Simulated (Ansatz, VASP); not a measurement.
## C (amorphous carbon) in two plane-wave programs

One calculation is typed for both programs; each brings its own data sets. How far apart do they land? The cell is taken from a series of runs on this material, whose earlier steps may have relaxed, scaled, displaced or heated it; both programs get it as it stands.

Method: plane waves, with VASP 6.6.1 beside it; single point at PBE, in Ansatz 0.2.0.

### 1. Set-up

The cell holds 174 atoms: 174 C. Its edges and angles: a = 11.159 Å, b = 11.177 Å, c = 11.158 Å, α = 89.2°, β = 90.5°, γ = 89.6°. As first built, before any earlier steps moved the atoms (in the runner's words): 174 atoms (174 C) placed at random at 2.27 g/cm^3, melted at 5500 K for 10 ps at fixed volume with the Tersoff potential (Tersoff, Phys. Rev. B 39, 5566 (1989)). Quenched from 5500 K to 100 K at 120 K/ps and fixed volume, held 5 ps.

### 2. VASP: single point, PBE

With cell and atoms fixed, the geometry can't cause a difference; cores, projectors, grids and the points listed under the comparison can.

Lines of VASP's logs that name or quote its potential files are left out, and so is its time.

INCAR reads:

```
SYSTEM = C
PREC = Accurate
ENCUT = 600
EDIFF = 1E-06
NELM = 120
ISMEAR = 0
SIGMA = 0.05
LREAL = Auto
ALGO = Normal
GGA = PE
NBANDS = 469
LORBIT = 11
LWAVE = .FALSE.
LCHARG = .FALSE.
ISIF = 2
LASPH = .TRUE.
GGA_COMPAT = .FALSE.
EFERMI = MIDGAP
```

POSCAR reads:

```
C
1.0
   11.1588200000      0.0372600000     -0.0486400000
    0.0372600000     11.1764400000      0.0804100000
   -0.0486400000      0.0804100000     11.1575200000
C
174
Direct
    0.0435500000      0.3064100000      0.3593000000
    0.7752200000      0.3530100000      0.9428500000
    0.2008200000      0.9684000000      0.6943200000
    0.5176200000      0.0963000000      0.1314100000
    0.2470400000      0.2668500000      0.4688700000
    0.3007400000      0.7338500000      0.5200500000
    0.7055500000      0.2823700000      0.3743800000
    0.8630000000      0.2954600000      0.7494100000
    0.5754200000      0.5240500000      0.4677500000
    0.2450400000      0.4137200000      0.0222800000
    0.7116500000      0.8234800000      0.1654700000
    0.1367600000      0.9297200000      0.9579100000
    0.1002900000      0.1399100000      0.1564600000
    0.0416400000      0.6642700000      0.2283300000
    0.9472600000      0.4598200000      0.1003500000
    0.4640800000      0.5395700000      0.7161100000
    0.4956500000      0.2456100000      0.6177700000
    0.8961800000      0.8131900000      0.7933400000
    0.9834700000      0.0989800000      0.9364900000
    0.3677400000      0.6317200000      0.4622500000
    0.7863700000      0.5887300000      0.4036500000
    0.6421100000      0.5644200000      0.1942900000
    0.6543900000      0.0017800000      0.5333500000
    0.4093300000      0.3493900000      0.6393500000
    0.4859900000      0.6649300000      0.7516500000
    0.7989100000      0.0076600000      0.8341500000
    0.4300100000      0.4840500000      0.6164700000
    0.2823700000      0.9287300000      0.7823900000
    0.1205900000      0.0603100000      0.2611000000
    0.1125500000      0.6083400000      0.3225000000
[... 138 atom lines left out ...]
    0.9452500000      0.6869200000      0.8348300000
    0.8354400000      0.5777900000      0.2783900000
    0.8782500000      0.1202600000      0.9938900000
    0.1698600000      0.0753800000      0.3731500000
    0.8025500000      0.8841800000      0.8545200000
    0.2037200000      0.7368700000      0.6001400000
```

KPOINTS reads:

```
Automatic mesh
0
Gamma
1 1 1
0 0 0
```

PAW data sets: C (PBE family, release 64).

The run is started by

```
$ export OMP_NUM_THREADS=3
$ mpirun -np 1 vasp_gam
```

Numbers of over 12 decimals in the logs are rounded to 6 here.

The program printed:

```text
[banner, memory and clock lines left out]
running    1 mpi-ranks, on    1 nodes
[...]
Offloading initialized ...    1 GPUs detected
[...]
LDA part: xc-table for (Slater+PW92), standard interpolation
 POSCAR, INCAR and KPOINTS ok, starting setup
[...]
entering main loop
       N       E                     dE             d eps       ncg     rms          rms(c)
DAV:   1     0.514886175206E+04    0.51489E+04   -0.44681E+05   946   0.168E+03
DAV:   2    -0.104008643793E+04   -0.61889E+04   -0.58314E+04  1183   0.359E+02
DAV:   3    -0.152635354950E+04   -0.48627E+03   -0.47068E+03  1148   0.969E+01
DAV:   4    -0.154047420570E+04   -0.14121E+02   -0.13982E+02  1108   0.174E+01
[...]
DAV:  18    -0.145926374020E+04   -0.10104E-04   -0.19733E-05  1004   0.661E-03    0.705E-03
DAV:  19    -0.145926374328E+04   -0.30874E-05   -0.71229E-06  1012   0.398E-03    0.289E-03
DAV:  20    -0.145926374374E+04   -0.45561E-06   -0.11560E-06   644   0.173E-03
   1 F= -.14592637E+04 E0= -.14592616E+04  d E =-.425132E-02
```

Parts of OUTCAR (step 2):

```text
  FREE ENERGIE OF THE ION-ELECTRON SYSTEM (eV)
  ---------------------------------------------------
  free  energy   TOTEN  =     -1459.2637437390 eV

  energy  without entropy=    -1459.2594924204  energy(sigma->0) =    -1459.26161808
```

The run ends at a pressure of 0.00 GPa, with forces up to 0.073 eV/Å.

### 3. Ansatz: single point, PBE

Ansatz runs on its default PAW (the set named soft_2) files.

The same cell, functional, mesh and smearing now go to Ansatz, which takes its cutoff from its data sets.

input.yaml reads:

```yaml
crystal:
  lattice:
    - [11.15882, 0.03726, -0.04864]
    - [0.03726, 11.17644, 0.08041]
    - [-0.04864, 0.08041, 11.15752]
  atoms:
    - { symbol: C, position: [0.04355, 0.30641, 0.3593] }
    - { symbol: C, position: [0.77522, 0.35301, 0.94285] }
    - { symbol: C, position: [0.20082, 0.9684, 0.69432] }
    - { symbol: C, position: [0.51762, 0.0963, 0.13141] }
    - { symbol: C, position: [0.24704, 0.26685, 0.46887] }
    - { symbol: C, position: [0.30074, 0.73385, 0.52005] }
    - { symbol: C, position: [0.70555, 0.28237, 0.37438] }
    - { symbol: C, position: [0.863, 0.29546, 0.74941] }
    - { symbol: C, position: [0.57542, 0.52405, 0.46775] }
    - { symbol: C, position: [0.24504, 0.41372, 0.02228] }
    - { symbol: C, position: [0.71165, 0.82348, 0.16547] }
    - { symbol: C, position: [0.13676, 0.92972, 0.95791] }
    - { symbol: C, position: [0.10029, 0.13991, 0.15646] }
    - { symbol: C, position: [0.04164, 0.66427, 0.22833] }
    - { symbol: C, position: [0.94726, 0.45982, 0.10035] }
    - { symbol: C, position: [0.46408, 0.53957, 0.71611] }
    - { symbol: C, position: [0.49565, 0.24561, 0.61777] }
    - { symbol: C, position: [0.89618, 0.81319, 0.79334] }
    - { symbol: C, position: [0.98347, 0.09898, 0.93649] }
    - { symbol: C, position: [0.36774, 0.63172, 0.46225] }
    - { symbol: C, position: [0.78637, 0.58873, 0.40365] }
    - { symbol: C, position: [0.64211, 0.56442, 0.19429] }
    - { symbol: C, position: [0.65439, 0.00178, 0.53335] }
    - { symbol: C, position: [0.40933, 0.34939, 0.63935] }
    - { symbol: C, position: [0.48599, 0.66493, 0.75165] }
    - { symbol: C, position: [0.79891, 0.00766, 0.83415] }
    - { symbol: C, position: [0.43001, 0.48405, 0.61647] }
    - { symbol: C, position: [0.28237, 0.92873, 0.78239] }
    - { symbol: C, position: [0.12059, 0.06031, 0.2611] }
    - { symbol: C, position: [0.11255, 0.60834, 0.3225] }
[... 138 atom lines left out ...]
    - { symbol: C, position: [0.94525, 0.68692, 0.83483] }
    - { symbol: C, position: [0.83544, 0.57779, 0.27839] }
    - { symbol: C, position: [0.87825, 0.12026, 0.99389] }
    - { symbol: C, position: [0.16986, 0.07538, 0.37315] }
    - { symbol: C, position: [0.80255, 0.88418, 0.85452] }
    - { symbol: C, position: [0.20372, 0.73687, 0.60014] }
kpoints:
  mp_grid: { grid: [1, 1, 1] }
hamiltonian:
  xc: pbe
scf:
  occupations: { method: gaussian, width: 0.05 }
output:
  forces: true
  stress: true
  populations: intrinsic
  dos:
    method: { smearing: { sigma: 0.08 } }
    de: 0.1
    projected: { site_lists: { C: [C] } }
  eigenvalues: true
  write_density: true
  write_potential: true
  volumetric_format: npy
```

The run is started by

```
$ ansatz run input.yaml --threads 4 --pin off --max-ram 8192MiB --backend cpu --events-out ev --progress --plain --runs-dir out
```

The program printed:

```text
Engine: ansatz 0.2.0, aarch64-unknown-linux-gnu
Pseudopotentials: kind: paw
Pseudopotential: C, paw, valence charge 4, recommended cutoff 420 eV (normal), C.paw.azcp
Functional definition: PBE
  parameter kappa = 0.804
  parameter beta = 0.066725
  exchange = pbe_x(kappa = kappa, mu = beta*pi^2/3)
  correlation = pbe_c(beta = beta)
Crystal: 174 atoms, lattice volume = 1391.406 Å³
Basis set: ecut = 420 eV, 27219 PW (Γ), exchange–correlation on 150×150×150 points (8 copies of the dense FFT grid, shifted against one another)
Bands: 522, of which v1, the nominal top of the filled ones, is band 348 counted from 1 (347 counted from 0)
Symmetry: 1 space group operations
Space group: P1 (ITA 1), of the structure as read, at distance tolerance 1.1e-4 Å
k-points: 1
Non-local potential: C, projectors of the file, l = 0: 2, l = 1: 2, l = 2: 1
PAW form: soft (Blöchl's): semilocal exchange-correlation on the pseudo side does not see the compensation charge
PAW one-centre angular grid: C, 110 points (default); XC on 64 Gauss nodes
Initial density: superposition of atomic densities (neutral atoms: chi_scale 0, normalization atom), corrected by the library's trained network
Initial wavefunctions: pseudopotential atomic-orbital guess
Functional: x = pbe(κ = 0.804, μ = 0.219515), c = pbe(β = 0.066725)
SCF iter   1: F=—  HF=-43518.341548 eV  |F-HF|=—  |Δ(HF+E_count)|=         —  Δρ=1.49e-2  dr2=6.15e0  ethr=1.77e-3  ⟨swp⟩=6.0  Hψ=2325  notcnv=0  defer=124
preconditioner: auto → LDOS  [insulator: Δε(μ)=0.148 eV  Ē_g=14.551 eV  σ=0.050 eV  W_gap=0.96  n_scr=340 (ndim 8)  ℏωp=26.3 eV  f_vac=0.027  D(μ)=5.13/eV (n_scr^D=18)  ε∞_Penn≈4.3  β→1.0]
SCF iter   2: F=—  HF=-43518.550336 eV  |F-HF|=—  |Δ(HF+E_count)|=   2.09e-1  Δρ=1.31e-2  dr2=7.02e0  ethr=8.84e-4  ⟨swp⟩=2.0  Hψ=858  notcnv=0  defer=166
SCF iter   3: F=—  HF=-43517.448944 eV  |F-HF|=—  |Δ(HF+E_count)|=    1.10e0  Δρ=2.76e-3  dr2=1.94e-1  ethr=8.84e-4  ⟨swp⟩=2.0  Hψ=609  notcnv=0  defer=166
SCF iter   4: F=—  HF=-43517.420382 eV  |F-HF|=—  |Δ(HF+E_count)|=   2.86e-2  Δρ=1.19e-3  dr2=3.83e-2  ethr=2.79e-5  ⟨swp⟩=2.0  Hψ=659  notcnv=0  defer=166
SCF iter   5: F=—  HF=-43517.414629 eV  |F-HF|=—  |Δ(HF+E_count)|=   5.75e-3  Δρ=3.58e-4  dr2=2.92e-3  ethr=5.50e-6  ⟨swp⟩=2.0  Hψ=635  notcnv=0  defer=166
SCF iter   6: F=—  HF=-43517.414301 eV  |F-HF|=—  |Δ(HF+E_count)|=   3.28e-4  Δρ=1.36e-4  dr2=2.81e-4  ethr=4.20e-7  ⟨swp⟩=2.0  Hψ=658  notcnv=0  defer=166
SCF iter   7: F=—  HF=-43517.414366 eV  |F-HF|=—  |Δ(HF+E_count)|=   6.41e-5  Δρ=5.42e-5  dr2=3.85e-5  ethr=4.04e-8  ⟨swp⟩=2.0  Hψ=659  notcnv=0  defer=166
SCF iter   8: F=—  HF=-43517.411640 eV  |F-HF|=—  |Δ(HF+E_count)|=   2.73e-3  Δρ=1.82e-5  dr2=4.41e-6  ethr=5.54e-9  ⟨swp⟩=2.0  Hψ=684  notcnv=0  defer=166
SCF iter   9: F=—  HF=-43517.411642 eV  |F-HF|=—  |Δ(HF+E_count)|=   1.06e-6  Δρ=6.38e-6  dr2=5.29e-7  ethr=6.33e-10  ⟨swp⟩=2.0  Hψ=655  notcnv=0  defer=166
SCF iter  10: F=-43517.411642 eV  HF=-43517.411642 eV  |F-HF|=1.26e-8  |Δ(HF+E_count)|=   1.24e-7  Δρ=2.44e-6  dr2=7.31e-8  ethr=1.44e-11  ⟨swp⟩=23.0  Hψ=4767  notcnv=0
SCF 1 converged in 10 iterations: F = -43517.411642 eV  dr2 = 7.31e-8
  greatest PAW one-centre occupation: 0.720 electrons in one spin orbital (limit 2), on the C atom at site 53 (counted from 0), in its partial waves of l = 0
SCF converged after 10 iterations
Free energy (F): -43517.411642 eV
Harris-Foulkes:  -43517.411642 eV  (|F-HF|=1.26e-8)
Internal energy: -43517.407347 eV  (E = F + TS)
E sigma→0 (E₀):  -43517.409494 eV
Entropy (-TS):   -0.004295 eV (-0.025 meV/atom)
Fermi energy:    8.282080 eV
--- Per-component energies (eV) ---
  E_band       = -426.841050
  E_kinetic    = 15688.049980
  E_local      = -24016.496306  (includes V_loc(G=0)·N_el)
  E_nonlocal   = 4715.004483
  E_hartree    = 7316.081263
  E_xc         = -8317.804556
  E_vxc        = -10302.401002  (∫ρ·V_xc dr)
  E_paw        = -17253.274128  (= ΣΔE_a)
  E_vpaw       = -1143.163013  (= ΣTr[D̂ρ^β])
  E_aug_tail   = 0.001312  (compensation charges beyond the density's cutoff)
  E_ewald      = -21648.969394
  E_smearing   = -0.004295  (= −TS)
  E_closure    = 0.000000  (closes the sum)
  Σ components = -43517.411642   (vs F -43517.411642, Δ=0.00e0)
--- Forces (eV/Å), atoms counted from 1 ---
  atom   1  C     -0.00013974     0.00152507     0.00314456
  atom   2  C      0.00105664     0.00027363    -0.00283107
  atom   3  C      0.00014043    -0.00024182    -0.00085862
  atom   4  C     -0.00379984    -0.00208412     0.00399290
  atom   5  C      0.00133669     0.00305997    -0.00238436
  atom   6  C      0.00148512    -0.00257711     0.00026720
  atom   7  C     -0.00351045    -0.00070889     0.00286153
  atom   8  C      0.00009219     0.00083935     0.00302151
  atom   9  C     -0.00201312     0.00067543     0.00019383
  atom  10  C      0.00296281     0.00199240    -0.00302643
[...]
--- intrinsic populations: 174 sites ---
  site symbol       q [e]
     0      C      4.0150
     1      C      3.9760
     2      C      4.0025
     3      C      4.0097
     4      C      4.0055
     5      C      4.0244
     6      C      4.0053
     7      C      3.9954
     8      C      4.0028
     9      C      3.9644
    10      C      3.9780
    11      C      3.9890
    12      C      3.9941
    13      C      4.0359
    14      C      4.0019
    15      C      3.9894
    16      C      3.9485
    17      C      3.9717
    18      C      4.0078
    19      C      3.9898
    20      C      3.9995
    21      C      3.9755
    22      C      4.0316
    23      C      3.9855
[...]
166      C      3.9917
   167      C      3.9940
   168      C      4.0089
   169      C      4.0250
   170      C      4.0144
   171      C      4.0241
   172      C      3.9918
   173      C      3.9823
  spilling = 0.000000 (of n_electrons = 696.000000)
```

In the SCF lines HF is the Harris–Foulkes energy and dr2 the Hartree energy of the density residual, in eV; the loop may stop once dr2 is under the threshold and the program's other checks hold. Hψ counts applications of the Hamiltonian.

### 4. Side by side

Known differences besides the potentials themselves: the cutoff is 420 eV in Ansatz and 600 eV in VASP (PREC = Accurate, projectors in real space). Total energies have different zeros and are not compared.

Compared:

```
              quantity  Ansatz   VASP  difference
        pressure (GPa)    0.01   0.00       +0.01
gap on the k mesh (eV)   0.161  0.161       0.000
```

At this near-relaxed geometry the largest component of a force difference is 66 meV/Å. A gap on the mesh is an upper bound, since the band edges may lie between its points.

### 5. What came out

```json
{"r.m.s. force difference (single point, PBE)": "15 meV/Å"}
```

What this shows: The r.m.s. force difference is 15 meV/Å (single point, PBE), beyond the 12 meV/Å picked in this series as the mark of a large difference. What causes the difference of the single point, PBE pair stays open here. Such differences can come from data sets, numerical settings and the points named under the comparisons, not from the functional's error against experiment.

[Lines on the potential files, build, host, timing and source positions are cut from VASP's logs without a mark.]

[Logs are printed without paths, hosts, clocks, repeated set-up lines and the standing remarks that a program may print on its own settings, such as how far it seeks lower states.]

[Hosts, paths, dates, database ids (printed as entryN), source tags and the programs' standing remarks are cut or masked in the printed files.]
